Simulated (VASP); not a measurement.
## RhSb (relaxed from the zinc blende structure, space group F-43m): computed properties

Method: r2SCAN meta-GGA, VASP's PBE PAW potentials (set 64) (plane waves; VASP).

For RhSb, the space group is F-43m (216), the cell comes out as a = b = c = 5.8441 Å, α = β = γ = 90.00° and the volume per atom is 24.95 Å^3/atom. The band gap (over mesh and band path) is none (metal, semimetal or under 0.01 eV) and the density is 7.48 g/cm³.

RhSb is modelled in the cubic space group F-43m (No. 216), the zinc blende structure, Pearson symbol cF8. Lattice parameters: a = 5.8441 Å, b = 5.8441 Å, c = 5.8441 Å, α = 90.00°, β = 90.00°, γ = 90.00°. Rh on 4a sees 4 Sb at 2.531 Å (tetrahedral). Sb on 4d sees 4 Rh at 2.531 Å (tetrahedral). (Neighbours: up to the widest gap in distance over summed covalent radii, below 1.35, at either atom; cation-cation and far metal-metal contacts left out.)
(The calculation used a cell of 2 atoms; values per cell refer to that cell.)

Unless said otherwise, spin-orbit coupling is left out, though it shifts the bands of the heavy elements here.

The structure was generated: RhSb was put into the zinc blende type (F-43m), which need not be its known phase. It was relaxed first, which changed the volume by -27 %. Symmetry was kept, so distortions that lower it aren't found.
